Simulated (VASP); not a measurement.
```yaml
crystal:
  lattice:
    - [1.95337, -3.38333, 0.00000]
    - [1.95337, 3.38333, 0.00000]
    - [0.00000, 0.00000, 5.07402]
  atoms:
    - { symbol: Ni, position: [0.00000, 0.00000, 0.50000] }
    - { symbol: Ni, position: [0.00000, 0.00000, 0.00000] }
    - { symbol: Sb, position: [0.33333, 0.66667, 0.25000] }
    - { symbol: Sb, position: [0.66667, 0.33333, 0.75000] }
```

Level of theory: AM05 GGA, VASP's PBE PAW potentials (set 64) (plane waves; VASP). Run with 520 eV cut-off, Gaussian smearing of 0.050 eV, potentials Ni Sb.

Question: Give the energies of bands 5 to 18 at the high-symmetry points, in eV from the Fermi level.

Answer: 
```
band      Γ      M      K      A      L      H
----  -----  -----  -----  -----  -----  -----
5     -4.07  -3.62  -4.55  -3.28  -3.40  -5.23
6     -3.30  -3.32  -3.29  -3.28  -3.40  -5.23
7     -2.68  -3.31  -3.29  -2.90  -2.95  -2.87
8     -2.68  -3.23  -2.80  -2.90  -2.95  -2.87
9     -2.21  -3.00  -2.09  -2.17  -2.06  -2.15
10    -2.21  -2.25  -2.08  -2.17  -2.06  -2.15
11    -1.38  -2.18  -2.08  -2.17  -2.00  -2.08
12    -1.38  -1.95  -1.67  -2.17  -2.00  -2.08
13    -0.03  -1.66  -1.41   0.34  -1.88  -1.49
14     0.58  -1.44  -1.41   0.34  -1.88  -1.49
15     0.58  -1.37  -0.66   2.11   0.17  -1.33
16     2.51  -0.35  -0.66   2.11   0.17  -1.33
17     2.51   1.17   0.68   2.11   1.74   4.40
18     3.08   3.40   0.68   2.11   1.74   4.40
```

It has no gap at this level: it comes out as a metal or semimetal.

The compound is NiSb in the NiAs type structure. It was relaxed first. The run is not spin-polarised, so no magnetic state was tried.
